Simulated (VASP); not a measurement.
OSZICAR of a VASP run on Be (hcp):

**OSZICAR**
```
       N       E                     dE             d eps       ncg     rms          rms(c)
DAV:   1    -0.106667349067E+01   -0.10667E+01   -0.17680E+03  3738   0.547E+02
DAV:   2    -0.629814720100E+01   -0.52315E+01   -0.51929E+01  5712   0.644E+01
DAV:   3    -0.633178051294E+01   -0.33633E-01   -0.33638E-01  4806   0.467E+00
DAV:   4    -0.633182056480E+01   -0.40052E-04   -0.40026E-04  5442   0.147E-01
DAV:   5    -0.633182060876E+01   -0.43952E-07   -0.43220E-07  4824   0.227E-03    0.122E+00
DAV:   6    -0.630269055445E+01    0.29130E-01   -0.32449E-03  4506   0.730E-01    0.748E-01
DAV:   7    -0.629184794406E+01    0.10843E-01   -0.61833E-03  4518   0.103E+00    0.518E-02
DAV:   8    -0.629177178962E+01    0.76154E-04   -0.27766E-05  5340   0.788E-02    0.167E-02
DAV:   9    -0.629176618771E+01    0.56019E-05   -0.35314E-06  4266   0.302E-02    0.116E-03
DAV:  10    -0.629176530340E+01    0.88431E-06   -0.11560E-07  5208   0.515E-03    0.134E-04
DAV:  11    -0.629176523881E+01    0.64585E-07   -0.17108E-09  2466   0.597E-04
   1 F= -.62917652E+01 E0= -.62917652E+01  d E =0.000000E+00
```

**Question.** Which electronic solver shows in the log?

**Answer.** It is blocked Davidson (ALGO = Normal, or the opening steps of other solvers). The INCAR had ALGO = Normal.

**Question.** Can the final energy be trusted as converged?

**Answer.** Self-consistency was reached. It stopped with EDIFF = 1E-7, NELM = 100 (optB88-vdW, plane waves, VASP's PBE PAW potentials (set 64)).

The compound is Be in the hcp structure. It was relaxed first.
